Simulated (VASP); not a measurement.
Input:

```yaml
crystal:
  lattice:
    - [0.00000, 2.23114, 2.23114]
    - [2.23114, 0.00000, 2.23114]
    - [2.23114, 2.23114, 0.00000]
  atoms:
    - { symbol: Hf, position: [0.00000, 0.00000, 0.00000] }
    - { symbol: N, position: [0.50000, 0.50000, 0.50000] }
```

Calculation: LDA (Ceperley-Alder, Perdew-Zunger), VASP's LDA PAW potentials (set 64) (plane waves; VASP). Numerical set-up: 650 eV cut-off, 13×13×13 Γ-centred mesh, first-order Methfessel-Paxton smearing of 0.10 eV, potentials Hf_pv N.

Finite-difference elastic constants of metals are sensitive to mesh and smearing; shear constants can be off by tens of GPa.

### Question
Give the elastic stiffness tensor with the ions relaxed (GPa, in the frame of the cell).

### Answer

```tsv
	xx	yy	zz	yz	xz	xy
xx	694	117	117	0.0	0.0	0.0
yy	117	694	117	0.0	0.0	0.0
zz	117	117	694	0.0	0.0	0.0
yz	0.0	0.0	0.0	135	0.0	0.0
xz	0.0	0.0	0.0	0.0	135	0.0
xy	0.0	0.0	0.0	0.0	0.0	135
```

### Question
Estimate the Hill bulk modulus, Hill shear modulus, Young's modulus, Poisson's ratio.

### Answer

```
Property                Value
------------------  ---------
Hill bulk modulus     309 GPa
Hill shear modulus  1840 kbar
Young's modulus       460 GPa
Poisson's ratio         0.252
```

Measured: C11 679 GPa (computed value off by +2.2 %), C12 119 GPa (computed value off by -2.1 %), C44 150 GPa (computed value off by -10.2 %), as given by Zhigang Wu et al., Physical Review B (2005), arXiv:cond-mat/0412374. The calculation is for a static lattice, while the measured C11, C12, C44 hold thermal and zero-point effects, which are part of the difference.

The compound is HfN in the rock salt structure. It was relaxed first. The electron count is odd and the run is not spin-polarised, which forces a metal.
